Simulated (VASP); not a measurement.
Here is the system:

```xyz
6
Lattice="1.5967 -2.7656 0.0000 1.5967 2.7656 0.0000 0.0000 0.0000 12.4661" Properties=species:S:1:pos:R:3 pbc="T T T"
Mo     1.5967     0.9219     3.1165
Mo     1.5967    -0.9219     9.3496
S      1.5967     0.9219    10.9194
S      1.5967    -0.9219     4.6863
S      1.5967    -0.9219     1.5467
S      1.5967     0.9219     7.7798
```

All values below come from optB88-vdW, VASP's PBE PAW potentials (set 64) (plane waves; VASP). Run with 520 eV cut-off, 9×9×2 Γ-centred mesh, tetrahedra with Blöchl corrections, potentials Mo_sv S.

### Question
What does the run give for the energy per atom (σ→0)?

### Answer

```yaml
energy per atom (σ→0): -5.222 eV/atom
```

Total energies compare only between runs with the same potentials, cut-off and functional.

The compound is MoS2 in the 2H layered structure. It was relaxed first.
